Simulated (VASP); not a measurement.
Input:

```yaml
crystal:
  lattice:
    - [0.00000, 2.87309, 2.87309]
    - [2.87309, 0.00000, 2.87309]
    - [2.87309, 2.87309, 0.00000]
  atoms:
    - { symbol: Ge, position: [0.00000, 0.00000, 0.00000] }
    - { symbol: Ge, position: [0.25000, 0.25000, 0.25000] }
```

Level of theory: optB88-vdW, VASP's PBE PAW potentials (set 64) (plane waves; VASP 6.6.1). Numerical set-up: 520 eV cut-off, 12×12×12 Γ-centred mesh, tetrahedra with Blöchl corrections, potentials Ge_d.

Question: What does the run give for the energy per atom (σ→0), band gap (on the k-mesh) with the smallest direct gap where there is one?

Answer: 
```json
{
 "band gap (on the k-mesh)": "none (metal, semimetal or under 0.01 eV)",
 "energy per atom (σ→0)": "-1099 meV/atom"
}
```

The compound is Ge in the diamond structure. It was relaxed first.
